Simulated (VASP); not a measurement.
Input:

```xyz
2
Lattice="2.8764 0.0000 0.0000 0.0000 2.8764 0.0000 0.0000 0.0000 2.8764" Properties=species:S:1:pos:R:3 pbc="T T T"
Al     1.4382     1.4382     1.4382
Fe     0.0000     0.0000     0.0000
```

All values below come from vdW-DF2, VASP's PBE PAW potentials (set 64) (plane waves; VASP). Run with 520 eV cut-off, 13×13×13 Γ-centred mesh, first-order Methfessel-Paxton smearing of 0.10 eV, potentials Al Fe.

Problem. Give the stress tensor in GPa (positive for a compressed cell).

Solution. 
```
5.34  0.00  0.00
0.00  5.34  0.00
0.00  0.00  5.34
```
The pressure is its mean diagonal, 5.34 GPa.

The compound is FeAl in the CsCl type structure. This cell is one point of a volume scan, at 0.97 of the reference volume. The run is not spin-polarised, so no magnetic state was tried. The electron count is odd and the run is not spin-polarised, which forces a metal.
